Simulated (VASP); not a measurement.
# PbO (Litharge): cell size against the level of theory, part 2 of 3

Which functional gives the lattice of PbO (Litharge) as experiment finds it, and is a dearer one worth its cost? LASPH is on for some levels and off for others; the table marks which. The start is a cell from a database of measured crystal structures.

VASP 6.6.1, plane waves and PAW; the level of theory is named at each step.

So far. Step 2 (Relaxation with PBE): It ends with a largest force of 0.005 eV/Å and a pressure of -0.01 GPa. The volume lies +13.6 % from that of the database's start. That is far more than a functional's usual error. The conventional cell has a = 4.059 and c = 5.486 Å.

### 3. Relaxation with LDA

This step: LDA; plane waves and PAW (Pb_d, O) (VASP 6.6.1).

LDA, the lowest rung, knows the local density alone.

The input, INCAR:

```
SYSTEM = PbO
PREC = Accurate
ENCUT = 560
EDIFF = 1E-06
NELM = 100
ISMEAR = -1
SIGMA = 0.05
LREAL = .FALSE.
ALGO = Normal
GGA = CA
NBANDS = 26
LORBIT = 11
LWAVE = .FALSE.
LCHARG = .FALSE.
KPAR = 2
IBRION = 2
NSW = 60
ISIF = 3
EDIFFG = -0.01
```

The input, POSCAR:

```
PbO
1.0
    3.9776877762      0.0000000000      0.0000000000
    0.0000000000      3.9776877762      0.0000000000
    0.0000000000      0.0000000000      5.0259000000
Pb O
2 2
Direct
    0.0000000000      0.5000000000      0.7655000000
    0.5000000000      0.0000000000      0.2345000000
    0.5000000000      0.5000000000      0.0000000000
    0.0000000000      0.0000000000      0.0000000000
```

The input, KPOINTS:

```
Automatic mesh
0
Gamma
6 6 5
0 0 0
```

Potentials, in the order of the species: Pb_d and O (PBE family, release 64).

Command:

```bash
$ mpirun -np 2 vasp_std
```

What it wrote:

```text
[banner, memory and clock lines left out]
running    2 mpi-ranks, on    1 nodes
 distrk:  each k-point on    1 cores,    2 groups
 distr:  one band on    1 cores,    1 groups

 POSCAR found type information on POSCAR PbO
 POSCAR found :  2 types and       4 ions
|                                                                             |
|               ----> ADVICE to this user running VASP <----                  |
|                                                                             |
|     You enforced a specific xc type in the INCAR file but a different       |
|     [... a line on the potential file left out ...]
|     I HOPE YOU KNOW WHAT YOU ARE DOING!                                     |
|                                                                             |

 LDA part: xc-table for (Slater(with rela. corr.)+CA(PZ))
 , standard interpolation
 POSCAR, INCAR and KPOINTS ok, starting setup
 FFT: planning ... GRIDC
 FFT: planning ... GRID_SOFT
 FFT: planning ... GRID
 WAVECAR not read
 entering main loop
       N       E                     dE             d eps       ncg     rms          rms(c)
DAV:   1     0.468498884629E+03    0.46850E+03   -0.20806E+04  1560   0.193E+03
DAV:   2     0.374426692246E+02   -0.43106E+03   -0.41870E+03  1594   0.475E+02
DAV:   3    -0.258337730697E+02   -0.63276E+02   -0.61991E+02  2094   0.194E+02
DAV:   4    -0.286256319151E+02   -0.27919E+01   -0.27797E+01  1846   0.423E+01
DAV:   5    -0.286987266700E+02   -0.73095E-01   -0.73036E-01  1970   0.735E+00    0.114E+01
DAV:   6    -0.247747975111E+02    0.39239E+01   -0.23853E+01  2344   0.434E+01    0.532E+00
DAV:   7    -0.245678659876E+02    0.20693E+00   -0.28257E+00  1964   0.122E+01    0.243E+00
DAV:   8    -0.245170561126E+02    0.50810E-01   -0.61696E-01  1736   0.489E+00    0.873E-01
DAV:   9    -0.245000862936E+02    0.16970E-01   -0.81477E-02  2554   0.244E+00    0.186E-01
DAV:  10    -0.245011322663E+02   -0.10460E-02   -0.10761E-02  1928   0.890E-01    0.842E-02
DAV:  11    -0.245010074595E+02    0.12481E-03   -0.18286E-03  2756   0.369E-01    0.472E-02
DAV:  12    -0.245009760998E+02    0.31360E-04   -0.23876E-04  2388   0.149E-01    0.175E-02
DAV:  13    -0.245009751241E+02    0.97572E-06   -0.44602E-05  1756   0.437E-02    0.603E-03
DAV:  14    -0.245009747186E+02    0.40548E-06   -0.20351E-06  1366   0.124E-02
   1 F= -.24500975E+02 E0= -.24500975E+02  d E =-.245010E+02
 curvature:   0.00 expect dE= 0.000E+00 dE for cont linesearch  0.000E+00
 trial: gam= 0.00000 g(F)=  0.287E-03 g(S)=  0.205E-01 ort = 0.000E+00 (trialstep = 0.100E+01)
 search vector abs. value=  0.208E-01
 bond charge predicted
       N       E                     dE             d eps       ncg     rms          rms(c)
DAV:   1    -0.248159711158E+02   -0.31500E+00   -0.92052E+00  1974   0.468E+01    0.343E+00
DAV:   2    -0.245446131154E+02    0.27136E+00   -0.10971E+00  2156   0.117E+01    0.101E+00
DAV:   3    -0.245079041480E+02    0.36709E-01   -0.11898E-01  2054   0.634E+00    0.422E-01
DAV:   4    -0.245037719593E+02    0.41322E-02   -0.35203E-02  2308   0.260E+00    0.114E-01
DAV:   5    -0.245038399720E+02   -0.68013E-04   -0.30694E-03  2336   0.622E-01    0.523E-02
DAV:   6    -0.245038166806E+02    0.23291E-04   -0.45447E-04  2428   0.307E-01    0.153E-02
DAV:   7    -0.245038234310E+02   -0.67505E-05   -0.57791E-05  2218   0.605E-02    0.511E-03
DAV:   8    -0.245038233266E+02    0.10445E-06   -0.21735E-06  1208   0.205E-02
   2 F= -.24503823E+02 E0= -.24503823E+02  d E =-.284861E-02
[... from here on, the cycles between the ionic steps are left out ...]
   3 F= -.24507149E+02 E0= -.24507149E+02  d E =-.617406E-02
   4 F= -.24509588E+02 E0= -.24509588E+02  d E =-.243907E-02
   5 F= -.24510558E+02 E0= -.24510558E+02  d E =-.340919E-02
   6 F= -.24509572E+02 E0= -.24509571E+02  d E =-.242305E-02
   7 F= -.24510681E+02 E0= -.24510681E+02  d E =-.353267E-02
   8 F= -.24511356E+02 E0= -.24511356E+02  d E =-.674490E-03
   9 F= -.24512884E+02 E0= -.24512883E+02  d E =-.220213E-02
  10 F= -.24513634E+02 E0= -.24513633E+02  d E =-.295267E-02
  11 F= -.24513766E+02 E0= -.24513765E+02  d E =-.308451E-02
  12 F= -.24513870E+02 E0= -.24513869E+02  d E =-.104071E-03
 trial-energy change:   -0.000104  1 .order   -0.000146   -0.000780    0.000489
 step:   0.4888(harm=  0.5305)  dis= 0.00062  next Energy=   -24.513979 (dE=-0.213E-03)
 bond charge predicted
       N       E                     dE             d eps       ncg     rms          rms(c)
DAV:   1    -0.245176229902E+02   -0.37535E-02   -0.11684E-01  1960   0.488E+00    0.366E-01
DAV:   2    -0.245144687979E+02    0.31542E-02   -0.13805E-02  2040   0.117E+00    0.118E-01
DAV:   3    -0.245140361721E+02    0.43263E-03   -0.13795E-03  1978   0.675E-01    0.521E-02
DAV:   4    -0.245139675190E+02    0.68653E-04   -0.42667E-04  2292   0.288E-01    0.166E-02
DAV:   5    -0.245139663399E+02    0.11791E-05   -0.57735E-05  2340   0.928E-02    0.854E-03
DAV:   6    -0.245139645798E+02    0.17601E-05   -0.97351E-06  2096   0.451E-02    0.160E-03
DAV:   7    -0.245139646605E+02   -0.80654E-07   -0.10687E-06   828   0.986E-03
  13 F= -.24513965E+02 E0= -.24513964E+02  d E =-.198705E-03
 curvature:  -0.69 expect dE=-0.983E-05 dE for cont linesearch -0.238E-05
 trial: gam=-0.05289 g(F)=  0.302E-05 g(S)=  0.113E-04 ort = 0.908E-04 (trialstep = 0.788E+00)
 search vector abs. value=  0.114E-04
 reached required accuracy - stopping structural energy minimisation
```

Elapsed: 4.4 min, on 2 MPI ranks of Intel Xeon Platinum 8259CL at 2.50GHz (Skylake/Cascade Lake), shared host; peak memory 0.42 GiB; 8.8 min of CPU time.

From OUTCAR (step 3):

```text
 Found     30 irreducible k-points:

   NELECT =      40.0000    total number of electrons

 E-fermi :   5.7649

 k-point     1 :       0.0000    0.0000    0.0000
  band No.  band energies     occupation
    ...
     16       0.7336      2.00000
     17       3.4317      2.00000
     18       3.4544      2.00000
     19       3.4544      2.00000
     20       5.2180      1.99996
     21       7.7205      0.00000
     22      10.7847      0.00000
     23      10.7847      0.00000
     24      10.8599      0.00000
     25      11.9378      0.00000
    ...

 k-point     2 :       0.1667    0.0000    0.0000
  band No.  band energies     occupation
    ...
     16       0.9088      2.00000
     17       2.8723      2.00000
     18       3.2618      2.00000
     19       3.3723      2.00000
     20       5.2197      1.99996
     21       8.4157      0.00000
     22       9.2963      0.00000
     23      10.9343      0.00000
     24      11.1798      0.00000
     25      11.4040      0.00000
    ...

  Total       -0.0211492     -0.0211492     -0.0063641      0.0000000      0.0000000      0.0000000
  in kB       -0.4452450     -0.4452450     -0.1339808      0.0000000      0.0000000      0.0000000
  external PRESSURE =      -0.3414903 kB  Pullay stress =       0.0000000 kB

  energy-cutoff  :      560.00
  volume of cell :       76.10
      direct lattice vectors                 reciprocal lattice vectors
     3.949769911  0.000000000  0.000000000     0.253179305  0.000000000  0.000000000
     0.000000000  3.949769911  0.000000000     0.000000000  0.253179305 -0.000000000
     0.000000000  0.000000000  4.878218077     0.000000000 -0.000000000  0.204992886

 POSITION                                       TOTAL-FORCE (eV/Angst)
 -----------------------------------------------------------------------------------
      0.00000      1.97488      3.69719         0.000000     -0.000000     -0.005591
      1.97488      0.00000      1.18103         0.000000      0.000000      0.005591
      1.97488      1.97488      0.00000         0.000000      0.000000      0.000000
      0.00000      0.00000      0.00000         0.000000     -0.000000      0.000000
 -----------------------------------------------------------------------------------
    total drift:                                0.000000     -0.000000      0.000000

  FREE ENERGIE OF THE ION-ELECTRON SYSTEM (eV)
  ---------------------------------------------------
  free  energy   TOTEN  =       -24.5139646605 eV

  energy  without entropy=      -24.5139632195  energy(sigma->0) =      -24.51396394

 total charge
# of ion       s       p       d       tot
------------------------------------------
    1        1.359   0.649   9.885  11.894
    2        1.359   0.649   9.885  11.894
    3        1.563   3.380   0.000   4.943
    4        1.563   3.380   0.000   4.943
--------------------------------------------------
tot          5.846   8.057  19.771  33.673

[... 9 parts as in an earlier step ...]

[... 5 further parts left out ...]
```

CONTCAR:

```
PbO
   1.00000000000000
     3.9497699105858284    0.0000000000000000    0.0000000000000000
     0.0000000000000000    3.9497699105858284    0.0000000000000000
     0.0000000000000000    0.0000000000000000    4.8782180766057692
  Pb              O
     2     2
Direct
     0.0000000000000000    0.5000000000000000    0.7578970112000448
     0.5000000000000000    0.0000000000000000    0.2421029887999551
     0.5000000000000000    0.5000000000000000    0.0000000000000000
     0.0000000000000000    0.0000000000000000    0.0000000000000000
```

The PAW data sets were made with PBE, though LDA sets exist; this is a small mismatch.

The steps of the relaxation:

| step | energy less that of the first step (eV) | largest force (eV/Å) | pressure (GPa) | volume (Å³) |
| --- | --- | --- | --- | --- |
| 1 | 0.0000 | 0.0545 | -1.49 | 79.52 |
| 2 | -0.0028 | 0.3622 | 1.09 | 77.41 |
| 3 | -0.0062 | 0.1826 | -0.02 | 78.28 |
| 4 | -0.0086 | 0.1108 | -0.04 | 77.91 |
| 5 | -0.0096 | 0.0495 | -0.03 | 77.60 |
| 6 | -0.0086 | 0.0766 | -0.03 | 76.99 |
| 7 | -0.0097 | 0.0193 | -0.03 | 77.45 |
| 8 | -0.0104 | 0.0109 | -0.09 | 77.32 |
| 9 | -0.0119 | 0.0116 | -0.18 | 76.93 |
| 10 | -0.0127 | 0.0547 | -0.34 | 76.14 |
| 11 | -0.0128 | 0.0408 | -0.30 | 76.37 |
| 12 | -0.0129 | 0.0403 | 0.18 | 75.90 |
| 13 | -0.0130 | 0.0056 | -0.03 | 76.10 |

| conventional cell, symmetrised | before | after | change |
| --- | --- | --- | --- |
| a (Å) | 3.978 | 3.950 | -0.7 % |
| b (Å) | 3.978 | 3.950 | -0.7 % |
| c (Å) | 5.026 | 4.878 | -2.9 % |
| volume (Å³/atom) | 19.88 | 19.03 | -4.3 % |

The atoms that moved most (Å, as changes of fractional coordinates times the final cell):

| atom | dx | dy | dz | length |
| --- | --- | --- | --- | --- |
| Pb2 | 0.000 | 0.000 | 0.037 | 0.037 |
| Pb1 | 0.000 | 0.000 | -0.037 | 0.037 |

Final coordinates:

```cif
data_structure
_symmetry_space_group_name_H-M 'P 1'
_symmetry_Int_Tables_number 1
_cell_length_a 3.9498
_cell_length_b 3.9498
_cell_length_c 4.8782
_cell_angle_alpha 90.000
_cell_angle_beta 90.000
_cell_angle_gamma 90.000
_cell_volume 76.10
loop_
_atom_site_label
_atom_site_type_symbol
_atom_site_fract_x
_atom_site_fract_y
_atom_site_fract_z
_atom_site_occupancy
Pb1 Pb 0.00000 0.50000 0.75790 1
Pb2 Pb 0.50000 0.00000 0.24210 1
O3 O 0.50000 0.50000 0.00000 1
O4 O 0.00000 0.00000 0.00000 1
```

This step gave:

```yaml
free_energy_toten: -24.51 eV
fermi_energy: 5.765 eV
pressure: -0.03415 GPa
valence_top_at_k: 0.1667, 0, 0
least_direct_gap_at_k: 0.5, 0.5, 0
scf_cycles_over_all_ionic_steps: 99
gap_on_the_k_mesh: 1.035 eV
least_direct_gap_on_the_k_mesh: 2.154 eV
```

It ends at 19.03 Å³/atom, -4.3 % from the start, with -0.03 GPa left. The conventional cell has a = 3.950 and c = 4.878 Å.

### 4. Relaxation with r2SCAN

This step: r2SCAN; plane waves and PAW (Pb_d, O) (VASP 6.6.1).

r2SCAN adds the kinetic-energy density, costs more than a GGA and is run with LASPH.

INCAR: that of step 3 with these lines changed.

```diff
@@ -9,3 +9,4 @@
 ALGO = Normal
-GGA = CA
+METAGGA = R2SCAN
+LASPH = .TRUE.
 NBANDS = 26
```

POSCAR is that of step 3.

KPOINTS is that of step 3.

Command:

```bash
$ mpirun -np 2 vasp_std
```

What it wrote:

```text
[banner, memory and clock lines left out]
running    2 mpi-ranks, on    1 nodes
[...]
[... a notice as in an earlier step ...]

 LDA part: xc-table for (None), standard interpolation
 POSCAR, INCAR and KPOINTS ok, starting setup
[...]
entering main loop
       N       E                     dE             d eps       ncg     rms          rms(c)
DAV:   1     0.366804977783E+03    0.36680E+03   -0.21317E+04  1560   0.198E+03
DAV:   2    -0.778504699050E+02   -0.44466E+03   -0.43194E+03  1604   0.487E+02
DAV:   3    -0.142157642136E+03   -0.64307E+02   -0.63044E+02  2062   0.199E+02
DAV:   4    -0.145053081645E+03   -0.28954E+01   -0.28836E+01  1894   0.438E+01
[...]
DAV:  14    -0.129502502368E+03    0.69577E-05   -0.62603E-05  2004   0.938E-02    0.116E-02
DAV:  15    -0.129502501293E+03    0.10757E-05   -0.12533E-05  2104   0.380E-02    0.296E-03
DAV:  16    -0.129502501523E+03   -0.22992E-06   -0.26260E-06  1300   0.145E-02
   1 F= -.12950250E+03 E0= -.12950250E+03  d E =-.129503E+03
[... from here on, the cycles between the ionic steps are left out ...]
   2 F= -.12950242E+03 E0= -.12950242E+03  d E =0.766514E-04
   3 F= -.12951252E+03 E0= -.12951252E+03  d E =-.100148E-01
   4 F= -.12951390E+03 E0= -.12951390E+03  d E =-.138441E-02
   5 F= -.12951572E+03 E0= -.12951572E+03  d E =-.319910E-02
   6 F= -.12951719E+03 E0= -.12951719E+03  d E =-.147580E-02
   7 F= -.12952000E+03 E0= -.12952000E+03  d E =-.427974E-02
   8 F= -.12951881E+03 E0= -.12951881E+03  d E =-.309566E-02
   9 F= -.12952057E+03 E0= -.12952057E+03  d E =-.485603E-02
  10 F= -.12952049E+03 E0= -.12952049E+03  d E =0.784933E-04
  11 F= -.12952058E+03 E0= -.12952058E+03  d E =-.609085E-05
[...]
reached required accuracy - stopping structural energy minimisation
```

It took 16 min on 2 MPI ranks; peak memory 0.48 GiB.

OUTCAR, selected parts (step 4):

```text
  Total        0.0242161      0.0242161      0.0073300      0.0000000      0.0000000      0.0000000
  in kB        0.4610873      0.4610873      0.1395667      0.0000000      0.0000000      0.0000000
  external PRESSURE =       0.3539138 kB  Pullay stress =       0.0000000 kB

 POSITION                                       TOTAL-FORCE (eV/Angst)
 -----------------------------------------------------------------------------------
      0.00000      1.99856      4.07707        -0.000000      0.000000      0.001779
      1.99856      3.99711      1.18963         0.000000     -0.000000     -0.001779
      1.99856      1.99856      0.00000         0.000000     -0.000000      0.000000
      0.00000      0.00000      5.26670         0.000000      0.000000      0.000000
 -----------------------------------------------------------------------------------
    total drift:                                0.000000     -0.000000     -0.000000

  FREE ENERGIE OF THE ION-ELECTRON SYSTEM (eV)
  ---------------------------------------------------
  free  energy   TOTEN  =      -129.5205775007 eV

  energy  without entropy=     -129.5205774997  energy(sigma->0) =     -129.52057750

[... 2 parts as in an earlier step ...]

[... 2 further parts left out ...]
[key lines of the parts left out:]
E-fermi :   5.2557
```

The bonds form layers, held to each other by dispersion, which r2SCAN holds only at short range, so the spacing between them may come out too wide. The PAW data sets were made with PBE, which is usual practice but a small mismatch for other functionals.

Step by step:

| step | energy less that of the first step (eV) | largest force (eV/Å) | pressure (GPa) | volume (Å³) |
| --- | --- | --- | --- | --- |
| 1 | 0.0000 | 0.2107 | 2.03 | 79.52 |
| 2 | 0.0001 | 0.4586 | -1.62 | 82.46 |
| 3 | -0.0100 | 0.1289 | 0.15 | 80.96 |
| 4 | -0.0114 | 0.0936 | 0.12 | 81.27 |
| 5 | -0.0132 | 0.0100 | 0.01 | 82.20 |
| 6 | -0.0147 | 0.0049 | -0.02 | 82.52 |
| 7 | -0.0175 | 0.0092 | -0.04 | 83.48 |
| 8 | -0.0163 | 0.0340 | -0.01 | 85.37 |
| 9 | -0.0181 | 0.0128 | -0.02 | 84.16 |
| 10 | -0.0180 | 0.0351 | 0.16 | 84.11 |
| 11 | -0.0181 | 0.0018 | 0.04 | 84.15 |

| conventional cell, symmetrised | before | after | change |
| --- | --- | --- | --- |
| a (Å) | 3.978 | 3.997 | +0.5 % |
| b (Å) | 3.978 | 3.997 | +0.5 % |
| c (Å) | 5.026 | 5.267 | +4.8 % |
| volume (Å³/atom) | 19.88 | 21.04 | +5.8 % |

The atoms that moved most (Å, as changes of fractional coordinates times the final cell):

| atom | dx | dy | dz | length |
| --- | --- | --- | --- | --- |
| Pb1 | 0.000 | 0.000 | 0.045 | 0.045 |
| Pb2 | 0.000 | 0.000 | -0.045 | 0.045 |

The relaxed structure:

```cif
data_structure
_symmetry_space_group_name_H-M 'P 1'
_symmetry_Int_Tables_number 1
_cell_length_a 3.9971
_cell_length_b 3.9971
_cell_length_c 5.2667
_cell_angle_alpha 90.000
_cell_angle_beta 90.000
_cell_angle_gamma 90.000
_cell_volume 84.15
loop_
_atom_site_label
_atom_site_type_symbol
_atom_site_fract_x
_atom_site_fract_y
_atom_site_fract_z
_atom_site_occupancy
Pb1 Pb 0.00000 0.50000 0.77412 1
Pb2 Pb 0.50000 0.00000 0.22588 1
O3 O 0.50000 0.50000 0.00000 1
O4 O 0.00000 0.00000 0.00000 1
```

It ends at 21.04 Å³/atom, +5.8 % from the start, with 0.04 GPa left. The conventional cell has a = 3.997 and c = 5.267 Å.

(Continued in part 3 of 3.)

[Lines on the potential files, build, host, timing and source positions are cut from VASP's logs without a mark.]

[Logs are printed without paths, hosts, clocks, repeated set-up lines and the standing remarks that a program may print on its own settings, such as how far it seeks lower states.]

[Hosts, paths, dates, database ids (printed as entryN), source tags and the programs' standing remarks are cut or masked in the printed files.]

[A measured line is paired with the nearest computed mode of its activity, which favours agreement.]
